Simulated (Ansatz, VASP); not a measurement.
## Y3Si2 in VASP and in Ansatz

INCAR

```
  PREC = Accurate
  ENCUT = 520
  EDIFF = 1E-7
  ISMEAR = 0
  SIGMA = 0.1
  LREAL = False
  LASPH = True
  NELM = 100
  ALGO = Fast
  ISIF = 2
  LWAVE = False
  LCHARG = False
  GGA = PE
  NBANDS = 28
```

Contents of KPOINTS:

```
Automatic mesh
0
Gamma
  6 6 6
```

File POSCAR:

```
Y3Si2
1.0
    2.6827326500      1.5488764200      5.4761050900
   -2.6827326500      1.5488764200      5.4761050900
    0.0000000000     -3.0977528300      5.4761050900
Y Si
3 2
Direct
    0.0000000000      0.0000000000      0.0000000000
    0.6000000000      0.6000000000      0.6000000000
    0.4000000000      0.4000000000      0.4000000000
    0.2000000000      0.2000000000      0.2000000000
    0.8000000000      0.8000000000      0.8000000000
```

Input for Ansatz:

```yaml
crystal:
  lattice:
    - [2.68273265, 1.54887642, 5.47610509]
    - [-2.68273265, 1.54887642, 5.47610509]
    - [0.0, -3.09775283, 5.47610509]
  atoms:
    - { symbol: "Y", position: [0.0, 0.0, 0.0] }
    - { symbol: "Y", position: [0.6, 0.6, 0.6] }
    - { symbol: "Y", position: [0.4, 0.4, 0.4] }
    - { symbol: Si, position: [0.2, 0.2, 0.2] }
    - { symbol: Si, position: [0.8, 0.8, 0.8] }
basis:
  ecutwfc: 420
kpoints:
  mp_grid: { grid: [6, 6, 6] }
hamiltonian:
  xc: pbe
scf:
  occupations: { method: gaussian, width: 0.1 }
  lower_state_search: "off"
output:
  forces: true
  stress: true
  eigenvalues: true
```

Alike in both runs: task single point; functional PBE; k mesh 6 × 6 × 6; occupations gaussian, width 0.1 eV; no spin polarisation.

|  | VASP | Ansatz |
| --- | --- | --- |
| version | VASP 6.6.1 | Ansatz 0.2.0 |
| potentials or method | VASP PAW PBE potentials, release 64 (Y_sv, Si) | scalar-relativistic, plane waves, PAW |
| plane-wave cutoff (eV) | 520 | 420 |
| valence electrons in the cell | 41 | 41 |

Ansatz gave:

* gap on the k mesh at the Fermi level (eV): none
* pressure (GPa): -6.5
* largest component of the traceless stress (GPa): 5.41
* rms of the force components (eV/Å): 0.245

Problem. Which values does VASP return?

Solution. gap on the k mesh at the Fermi level (eV): none; pressure (GPa): -6.6; largest component of the traceless stress (GPa): 5.37; rms of the force components (eV/Å): 0.245.

Atom by atom the forces differ by 0.002 eV/Å (rms over components). A gap of «none» marks a metal or a gap that the smearing closes.
